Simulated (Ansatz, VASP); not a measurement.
Given: the input of a run of Ansatz 0.2.0 on Hf. 

input.yaml

```yaml
crystal:
  lattice:
    - [3.1966985242, 0.0, 0.0]
    - [-1.5983492621, 2.7684221302, 0.0]
    - [0.0, 0.0, 30.1734]
  atoms:
    - { symbol: Hf, position: [0.6666666667, 0.3333333334, 0.2485633041] }
    - { symbol: Hf, position: [0.3333333333, 0.6666666666, 0.3323755361] }
    - { symbol: Hf, position: [0.6666666667, 0.3333333334, 0.416187768] }
    - { symbol: Hf, position: [0.3333333333, 0.6666666666, 0.5] }
    - { symbol: Hf, position: [0.6666666667, 0.3333333334, 0.583812232] }
    - { symbol: Hf, position: [0.3333333333, 0.6666666666, 0.6676244639] }
    - { symbol: Hf, position: [0.6666666667, 0.3333333334, 0.7514366959] }
hamiltonian:
  xc: pbe
  pseudopotentials: { kind: paw }
kpoints:
  mp_grid: { grid: [10, 10, 1] }
scf:
  occupations: { method: fermi_dirac, width: 0.05 }
output:
  forces: true
  eigenvalues: true
efield:
  axis: 3
  dipole_correction: true
  ramp_width: 0.04
```

Potentials or basis: Ansatz PAW.

Run with:

```console
$ ansatz run input.yaml --threads 4 --pin off --max-ram 11264MiB --backend cpu --events-out ev --progress --plain --runs-dir out
```

Translate it to VASP 6.6.1. Potentials or basis there: PBE PAW files Hf_pv, 520 eV.

As run (cutoffs and basis follow the program's own potentials, and thresholds, step limits or extra output files can differ):

File INCAR:

```
SYSTEM = Hf
PREC     = Accurate       ! precision mode
ENCUT    = 520            ! plane-wave cutoff, eV
EDIFF    = 1E-7           ! SCF threshold, eV
ISMEAR   = -1             ! smearing method
SIGMA    = 0.05           ! smearing width, eV
LREAL    = .False.        ! projectors in reciprocal space
LASPH    = .True.         ! aspherical terms in the spheres
NELM     = 80             ! most SCF steps
ALGO     = Normal         ! electronic algorithm
ISIF     = 2              ! what is computed and relaxed
LWAVE    = .False.        ! write WAVECAR
LCHARG   = .True.         ! write CHGCAR
LDIPOL   = .True.       
IDIPOL   = 3            
DIPOL    = 0.5 0.5 0.500
GGA      = PE             ! functional
LELF     = .True.         ! ELF
LVHAR    = .True.       
LVACPOTAV= .True.       
NBANDS   = 44             ! bands
```

File KPOINTS:

```
Automatic mesh
0
Gamma
  10 10 1
  0 0 0
```

POSCAR

```
Hf
1.0
    3.1966985242      0.0000000000      0.0000000000
   -1.5983492621      2.7684221302      0.0000000000
    0.0000000000      0.0000000000     30.1734000000
Hf
7
Direct
    0.6666666667      0.3333333334      0.2485633041
    0.3333333333      0.6666666666      0.3323755361
    0.6666666667      0.3333333334      0.4161877680
    0.3333333333      0.6666666666      0.5000000000
    0.6666666667      0.3333333334      0.5838122320
    0.3333333333      0.6666666666      0.6676244639
    0.6666666667      0.3333333334      0.7514366959
```

Potentials or basis: VASP PAW PBE potentials, release 64 (Hf_pv).

The run is started by

```console
$ cat potpaw_PBE.64/Hf_pv/POTCAR > POTCAR
$ mpirun -np 1 vasp_std > vasp.out
```

Both were run:

|  | Ansatz | VASP |
| --- | --- | --- |
| Largest force | 0.757 eV/Å | 0.767 eV/Å |
| Work function of the upper face | 4.38 eV | 4.38 eV |
| Work function of the lower face | 4.38 eV | 4.38 eV |

The potentials hold 182 and 70 valence electrons a cell.

Where Ansatz's input types no cutoff or centring, it takes its own default and a Γ-centred mesh.
